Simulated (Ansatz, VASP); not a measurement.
# Cross-check of SnO (Romarchite) between VASP and Ansatz, part 2 of 2

Aim: how closely do two programs agree when they are given the same cell, functional and k mesh? The cell is taken from a series of runs on this material, whose earlier steps may have relaxed, scaled, displaced or heated it; both programs get it as it stands.

VASP 6.6.1 and Ansatz 0.2.0.

So far: Set-up; VASP: zone-centre phonons, PBE with D3(BJ).

## Step 3: Ansatz: zone-centre phonons, PBE with D3(BJ)

Level of this step: Ansatz beside VASP: Kohn-Sham DFT, plane waves, PBE with D3(BJ) (Ansatz).

Ansatz runs on its PAW soft_1 files.

The same cell, functional, mesh and smearing now go to Ansatz, which takes its cutoff from its data sets.

input.yaml

```yaml
crystal:
  lattice:
    - [3.831638953, 0.0, 0.0]
    - [0.0, 3.831638953, 0.0]
    - [0.0, 0.0, 4.7247679593]
  atoms:
    - { symbol: O, position: [0.0, 0.0, 0.0] }
    - { symbol: O, position: [0.5, 0.5, 0.0] }
    - { symbol: Sn, position: [0.5, 0.0, 0.2450549017] }
    - { symbol: Sn, position: [0.0, 0.5, 0.7549450983] }
kpoints:
  mp_grid: { grid: [12, 12, 10] }
hamiltonian:
  xc: pbe
  dispersion: d3bj
  pseudopotentials: { kind: paw, azcp: { folder: soft_1 } }
scf:
  occupations: { method: methfessel_paxton, width: 0.2 }
output:
  eigenvalues: true
phonons:
  method: dfpt
```

On the command line:

```
ansatz run input.yaml --threads 8 --pin off --max-ram 16384MiB --backend cpu --events-out ev --progress --plain --runs-dir out
```

Numbers of over 12 decimals in the logs are rounded to 6 here.

The program printed:

```text
zone centre: on kpoints.mp_grid the ground state, and the responses unless they are solved on pairs of k-points, stand on 294 of the mesh's 1440 k-points, reduced under 4 symmetry operations, with k and −k counted as one. Each operation leaves every solved displacement unchanged or reverses it
Engine: ansatz 0.2.0, aarch64-unknown-linux-gnu
Pseudopotentials: kind: paw
Pseudopotential: O, paw, valence charge 6, recommended cutoff 420 eV (normal), soft_1/O.paw.azcp
Pseudopotential: Sn, paw, valence charge 14, recommended cutoff 420 eV (normal), soft_1/Sn.paw.azcp
Functional definition: PBE
  parameter kappa = 0.804
  parameter beta = 0.066725
  exchange = pbe_x(kappa = kappa, mu = beta*pi^2/3)
  correlation = pbe_c(beta = beta)
Crystal: 4 atoms, lattice volume = 69.366 Å³
Basis set: ecut = 420 eV, 1343 PW (Γ), exchange–correlation on 60×60×64 points (8 copies of the dense FFT grid, shifted against one another)
Bands: 24, of which v1, the nominal top of the filled ones, is band 20 counted from 1 (19 counted from 0)
Symmetry: 16 space group operations
k-points: 294 of 1440 (irreducible under 4 space group operations, time reversal used)
Non-local potential: O, projectors of the file, l = 0: 2, l = 1: 2, l = 2: 1
Non-local potential: Sn, projectors of the file, l = 0: 2, l = 1: 2, l = 2: 2, l = 3: 1
PAW form: soft (Blöchl's): semilocal exchange-correlation on the pseudo side does not see the compensation charge
PAW one-centre angular grid: O, 110 points (default); XC on 64 Gauss nodes
PAW one-centre angular grid: Sn, 590 points (default); XC on 64 Gauss nodes
Initial density: superposition of atomic densities (chi_scale 0.1, normalization cell, long waves kept (reshape's long-wave potential 0.14 eV rms))
Initial wavefunctions: pseudopotential atomic-orbital guess
Functional: x = pbe(κ = 0.804, μ = 0.219515), c = pbe(β = 0.066725)
SCF iter   1: F=—  HF=-13184.977177 eV  |F-HF|=—  |Δ(HF+E_count)|=         —  Δρ=4.79e-2  dr2=2.05e0  ethr=3.10e-3  ⟨swp⟩=5.4  Hψ=31396  notcnv=0
preconditioner: auto → Kerker (q_TF=auto, 2.489 Å⁻¹)  [metal: Δε(μ)=0.002 eV  Ē_g=18.381 eV  σ=0.200 eV  W_gap=0.01  n_scr=18 (ndim 8)  ℏωp=28.2 eV  f_vac=0.000  D(μ)=0.26/eV (n_scr^D=0)]
SCF iter   2: F=—  HF=-13184.642486 eV  |F-HF|=—  |Δ(HF+E_count)|=   3.35e-1  S|Δr|=    0.00e0  Δρ=2.57e-2  dr2=7.35e-1  ethr=3.10e-3  ⟨swp⟩=3.0  Hψ=16410  notcnv=0
SCF iter   3: F=—  HF=-13184.509685 eV  |F-HF|=—  |Δ(HF+E_count)|=   1.33e-1  S|Δr|=    0.00e0  Δρ=1.58e-2  dr2=2.12e-1  ethr=1.84e-3  ⟨swp⟩=2.6  Hψ=13731  notcnv=0
SCF iter   4: F=—  HF=-13184.479178 eV  |F-HF|=—  |Δ(HF+E_count)|=   3.05e-2  S|Δr|=    0.00e0  Δρ=4.94e-3  dr2=2.43e-2  ethr=5.30e-4  ⟨swp⟩=2.1  Hψ=10182  notcnv=0
SCF iter   5: F=—  HF=-13184.478603 eV  |F-HF|=—  |Δ(HF+E_count)|=   5.75e-4  S|Δr|=    0.00e0  Δρ=1.49e-3  dr2=2.90e-3  ethr=6.07e-5  ⟨swp⟩=2.6  Hψ=12781  notcnv=0
SCF iter   6: F=—  HF=-13184.479380 eV  |F-HF|=—  |Δ(HF+E_count)|=   7.76e-4  S|Δr|=    0.00e0  Δρ=6.36e-4  dr2=4.46e-4  ethr=7.25e-6  ⟨swp⟩=3.0  Hψ=13008  notcnv=0
SCF iter   7: F=—  HF=-13184.479535 eV  |F-HF|=—  |Δ(HF+E_count)|=   1.55e-4  S|Δr|=    0.00e0  Δρ=2.07e-4  dr2=4.13e-5  ethr=1.12e-6  ⟨swp⟩=2.9  Hψ=13409  notcnv=0
SCF iter   8: F=—  HF=-13184.479554 eV  |F-HF|=—  |Δ(HF+E_count)|=   1.90e-5  S|Δr|=    0.00e0  Δρ=7.65e-5  dr2=3.70e-6  ethr=1.03e-7  ⟨swp⟩=3.0  Hψ=12935  notcnv=0
SCF iter   9: F=—  HF=-13184.479554 eV  |F-HF|=—  |Δ(HF+E_count)|=   6.80e-7  S|Δr|=    0.00e0  Δρ=2.74e-5  dr2=4.64e-7  ethr=9.24e-9  ⟨swp⟩=2.1  Hψ=12636  notcnv=0
SCF iter  10: F=—  HF=-13184.479554 eV  |F-HF|=—  |Δ(HF+E_count)|=   3.89e-8  S|Δr|=    0.00e0  Δρ=5.33e-6  dr2=1.57e-8  ethr=1.16e-9  ⟨swp⟩=2.0  Hψ=12703  notcnv=0
SCF iter  11: F=—  HF=-13184.479554 eV  |F-HF|=—  |Δ(HF+E_count)|=   1.87e-8  S|Δr|=    0.00e0  Δρ=1.16e-6  dr2=5.86e-10  ethr=3.92e-11  ⟨swp⟩=2.0  Hψ=9482  notcnv=0
SCF iter  12: F=—  HF=-13184.479554 eV  |F-HF|=—  |Δ(HF+E_count)|=   1.53e-9  S|Δr|=    0.00e0  Δρ=4.33e-7  dr2=1.10e-10  ethr=1.46e-12  ⟨swp⟩=2.0  Hψ=12855  notcnv=0
SCF iter  13: F=-13184.479554 eV  HF=-13184.479554 eV  |F-HF|=1.82e-12  |Δ(HF+E_count)|=  6.18e-11  S|Δr|=    0.00e0  Δρ=9.16e-8  dr2=4.32e-12  ethr=1.00e-12  ⟨swp⟩=5.1  Hψ=37213  notcnv=0
the search or the solves at the SCF's close seem to have found levels that the self-consistency loop had missed (the run counts 2). By its estimate they hold under 1e-12 electrons; where the run keeps them, the occupations were computed again with them
SCF 1 converged in 13 iterations: F = -13184.479554 eV  dr2 = 4.32e-12
  greatest PAW one-centre occupation: 0.993 electrons in one spin orbital (limit 2), on the Sn atom at site 3 (counted from 0), in its partial waves of l = 2
DFPT response loops at Γ: preconditioner auto → Kerker (q_TF=auto, 2.489 Å⁻¹) (partly filled bands, converged f_vac=0.012); β = 1.00, the filter's whole step (`scf.mixing.beta` (0.50) is not read by the response loops under this deck's `scf.mixing.preconditioner`; to damp them name `kerker` or `kerker_dos`, under which they read `scf.mixing.beta`, and type it under 1.00, their step now; both keys bind the ground state too); Broyden in place of MSR1
SCF converged after 13 iterations
Stability not checked: this state was not tested for a lower state beside it, because cold or Methfessel-Paxton smearing, or corrected tetrahedra, fill the levels in a way that the test cannot read (fill_not_monotonic; see scf.lower_state_search)
Free energy (F): -13184.479554 eV
Harris-Foulkes:  -13184.479554 eV  (|F-HF|=1.82e-12)
Internal energy: -13184.480352 eV  (E = F + TS)
E sigma→0 (E₀):  -13184.479754 eV
Entropy (-TS):   0.000798 eV (0.199 meV/atom)
Fermi energy:    10.166042 eV
Step filling:    the computed levels leave a gap of 0.0000 eV = 0.0 smearing widths at the electron count; against every level under it full and every level over it empty, smearing changes F+E_penalty+E_count by +0.266 meV and its σ→0 estimate by +0.066 meV
--- Per-component energies (eV) ---
  E_band       = -176.814161
  E_kinetic    = 672.292162
  E_local      = -2891.696064  (includes V_loc(G=0)·N_el)
  E_nonlocal   = 395.083165
  E_hartree    = 1361.504072
  E_xc         = -394.803916
  E_vxc        = -342.942511  (∫ρ·V_xc dr)
  E_paw        = -9063.779676  (= ΣΔE_a)
  E_vpaw       = -732.561177  (= ΣTr[D̂ρ^β])
  E_aug_tail   = 0.002069  (compensation charges beyond the density's cutoff)
  E_ewald      = -3262.132851
  E_disp       = -0.949313  (pairwise vdW)
  E_smearing   = 0.000798  (= −TS)
  E_closure    = 0.000000  (closes the sum)
  Σ components = -13184.479554   (vs F -13184.479554, Δ=0.00e0)
--- Band table (eV; the first three rows and the last of 294) ---
  k-point 0: bands = [... 16 lower, 6.7429, 7.0380, 7.0380, 10.1064, 12.3385, 14.5871, 14.5871, 14.8915]
  k-point 1: bands = [... 16 lower, 6.7340, 7.0366, 7.0366, 10.0449, 12.1907, 14.2661, 14.2661, 14.8851]
  k-point 2: bands = [... 16 lower, 6.7115, 7.0326, 7.0326, 9.8022, 11.9282, 13.7300, 13.7300, 14.6599]
  k-point 293: bands = [... 16 lower, 7.3079, 7.3079, 7.6879, 7.6879, 12.4122, 12.4122, 14.4028, 14.4028]
--- Phonons (Γ-DFPT): 4 representative perturbations + reference, on 294 of 1440 k-points (Σ response iterations 14) ---
  k mesh reduced under 4 symmetry operations, with k and −k counted as one. Each operation leaves every solved displacement unchanged or reverses it
  ASR residual: 2.942e-5 → 0.000e0 eV/Å²; symmetrization residual: 2.522e-6 eV/Å²
  pairwise dispersion correction: d3bj (s6 = 1.0, s8 = 0.7875, a1 = 0.4289, a2_bohr = 4.4407), with the weights of each atom's references fixed at the reference crystal's, and the forces and stress that the weights' published response gives there kept as a pressure on the atom's counted neighbours (hamiltonian.dispersion)
  ASR residual per site (eV/Å²): 2.94e-5 2.94e-5 1.31e-5 1.31e-5
  Γ frequencies (cm⁻¹): 0.00 0.00 0.00 111.48 111.48 205.40 257.50 257.50 341.28 359.51 453.43 453.43
  non-analytic LO–TO correction: not included (Born effective charges unavailable; polar crystals: no LO–TO splitting at Γ)
```

## Step 4: Comparison

Known differences besides the potentials themselves: the cutoff is 420 eV in Ansatz and 600 eV in VASP; Ansatz takes the dispersion share of the force constants at frozen C6 weights, VASP differentiates the full forces; VASP uses finite displacements, Ansatz perturbation theory. Total energies have different zeros and are not compared.

The two programs side by side:

| quantity | Ansatz | VASP | difference |
| --- | --- | --- | --- |
| optical mode 1 to 2 (cm⁻¹) | 111.5 | 113.0 | -1.39 % |
| optical mode 3 (cm⁻¹) | 205.4 | 206.7 | -0.61 % |
| optical mode 4 to 5 (cm⁻¹) | 257.5 | 262.5 | -1.91 % |
| optical mode 6 (cm⁻¹) | 341.3 | 345.0 | -1.09 % |
| optical mode 7 (cm⁻¹) | 359.5 | 361.6 | -0.57 % |
| optical mode 8 to 9 (cm⁻¹) | 453.4 | 455.6 | -0.47 % |

Modes are paired by rising frequency, not by their patterns, so a pair may set unlike modes beside each other; they are those without the splitting of longitudinal modes.

## Step 5: Results

```
r.m.s. difference of the optical zone-centre modes, each program's sorted by frequency (zone-centre phonons, PBE with D3(BJ)) : 3.1 cm⁻¹
difference in optical mode 4 to 5 (zone-centre phonons, PBE with D3(BJ))                                                      : -1.9 %
```

What this shows: The r.m.s. difference of the optical zone-centre modes, each program's sorted by frequency is 3.1 cm⁻¹ (zone-centre phonons, PBE with D3(BJ)). Among the rows given in per cent, the largest difference of the zone-centre phonons, PBE with D3(BJ) pair is in optical mode 4 to 5, -1.9 %. How closely two codes agree says nothing of how well the functional describes the real material.

[Lines on the potential files, build, host, timing and source positions are cut from VASP's logs without a mark.]

[Logs are printed without paths, hosts, clocks, repeated set-up lines and the standing remarks that a program may print on its own settings, such as how far it seeks lower states.]

[Hosts, paths, dates, database ids (printed as entryN), source tags and the programs' standing remarks are cut or masked in the printed files.]
